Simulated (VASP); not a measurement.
All values below come from revTPSS meta-GGA, VASP's PBE PAW potentials (set 64) (plane waves; VASP).

The input files of a VASP run:

INCAR:
```
LMAXMIX  =  6
LMIXTAU  =  .True.
EDIFF  =  1E-7   # SCF stop (eV)
LWAVE  =  .False.
NELM  =  100
SIGMA  =  0.1   # width (eV)
METAGGA  =  RTPSS
ISIF  =  2   # forces and stress, cell fixed
LASPH  =  .True.   # aspherical one-centre terms
PREC  =  Accurate
ENCUT  =  520   # plane-wave cut-off (eV)
SYSTEM  =  HfC
LCHARG  =  .False.
LREAL  =  .False.
ISMEAR  =  1   # Methfessel-Paxton
ALGO  =  Normal   # blocked Davidson
```

File POSCAR:
```
HfC
1
    0.0000000000     2.3107725839     2.3107725839
    2.3107725839     0.0000000000     2.3107725839
    2.3107725839     2.3107725839     0.0000000000
Hf C
1 1
Direct
  0.0000000000   0.0000000000   0.0000000000
  0.5000000000   0.5000000000   0.5000000000
```

### KPOINTS
```
Automatic mesh
0
Gamma
14 14 14
0 0 0
```

POTCAR, in this order: Hf_pv C (PBE.64 set). Program: vasp_std.

What VASP printed:

File OSZICAR:
```
       N       E                     dE             d eps       ncg     rms          rms(c)
DAV:   1     0.108622141882E+03    0.10862E+03   -0.92254E+03  2296   0.154E+03
DAV:   2     0.298953442261E+02   -0.78727E+02   -0.73924E+02  3424   0.362E+02
DAV:   3     0.259582348047E+02   -0.39371E+01   -0.38640E+01  3405   0.617E+01
DAV:   4     0.258718733510E+02   -0.86361E-01   -0.86143E-01  3649   0.915E+00
DAV:   5     0.258709967362E+02   -0.87661E-03   -0.87567E-03  3394   0.794E-01    0.685E+01
DAV:   6     0.146175911610E+02   -0.11253E+02   -0.34093E+01  2489   0.527E+01    0.362E+01
DAV:   7     0.208341401495E+02    0.62165E+01   -0.50565E+00  2578   0.224E+01    0.232E+01
DAV:   8     0.140385403239E+02   -0.67956E+01   -0.18834E+01  2514   0.266E+01    0.117E+01
DAV:   9     0.144871895405E+02    0.44865E+00   -0.39893E+00  2533   0.149E+01    0.280E+00
DAV:  10     0.143798693969E+02   -0.10732E+00   -0.86109E-01  2731   0.629E+00    0.500E+00
DAV:  11     0.143800649755E+02    0.19558E-03   -0.14403E-02  2685   0.110E+00    0.483E+00
DAV:  12     0.144026184512E+02    0.22553E-01   -0.33684E-02  2614   0.108E+00    0.543E+00
DAV:  13     0.143802218285E+02   -0.22397E-01   -0.60045E-02  2426   0.221E+00    0.941E-01
DAV:  14     0.143735581113E+02   -0.66637E-02   -0.83615E-03  2306   0.108E+00    0.618E-01
DAV:  15     0.143723541205E+02   -0.12040E-02   -0.17139E-03  2423   0.385E-01    0.323E-01
DAV:  16     0.143722866796E+02   -0.67441E-04   -0.10576E-03  2415   0.329E-01    0.831E-02
DAV:  17     0.143721812345E+02   -0.10545E-03   -0.12326E-04  2769   0.829E-02    0.864E-02
DAV:  18     0.143721755646E+02   -0.56699E-05   -0.31945E-05  2639   0.394E-02    0.987E-02
DAV:  19     0.143721701488E+02   -0.54158E-05   -0.98153E-06  2580   0.318E-02    0.393E-02
DAV:  20     0.143721688017E+02   -0.13471E-05   -0.69349E-07  2563   0.110E-02    0.475E-02
DAV:  21     0.143721703400E+02    0.15383E-05   -0.23481E-06  2666   0.128E-02    0.281E-02
DAV:  22     0.143721700725E+02   -0.26748E-06   -0.17456E-06  2651   0.920E-03    0.474E-03
DAV:  23     0.143721701545E+02    0.82047E-07   -0.12224E-07  1189   0.360E-03
   1 F= 0.14372170E+02 E0= 0.14372181E+02  d E =-.333570E-04
```

OUTCAR:
```
------------------------ aborting loop because EDIFF is reached ----------------------------------------
  FORCE on cell =-STRESS in cart. coord.  units (eV):
  Direction    XX          YY          ZZ          XY          YZ          ZX
  --------------------------------------------------------------------------------------
  Total       -0.0170401     -0.0170401     -0.0170401     -0.0000000     -0.0000000      0.0000000
  in kB       -1.1063191     -1.1063191     -1.1063191     -0.0000000     -0.0000000      0.0000000
  external PRESSURE =      -1.1063191 kB  Pullay stress =       0.0000000 kB
  volume of cell :       24.68
      direct lattice vectors                 reciprocal lattice vectors
     0.000000000  2.310772584  2.310772584    -0.216377848  0.216377848  0.216377848
     2.310772584  0.000000000  2.310772584     0.216377848 -0.216377848  0.216377848
     2.310772584  2.310772584  0.000000000     0.216377848  0.216377848 -0.216377848
 POSITION                                       TOTAL-FORCE (eV/Angst)
 -----------------------------------------------------------------------------------
      0.00000      0.00000      0.00000        -0.000000     -0.000000     -0.000000
      2.31077      2.31077      2.31077         0.000000      0.000000      0.000000
 -----------------------------------------------------------------------------------
    total drift:                                0.000000     -0.000000     -0.000000
  FREE ENERGIE OF THE ION-ELECTRON SYSTEM (eV)
  ---------------------------------------------------
  free  energy   TOTEN  =        14.3721701545 eV

  energy  without entropy=       14.3722035115  energy(sigma->0) =       14.37218127
```
(Selected blocks of OUTCAR.)

The compound is HfC in the rock salt structure. It was relaxed first.
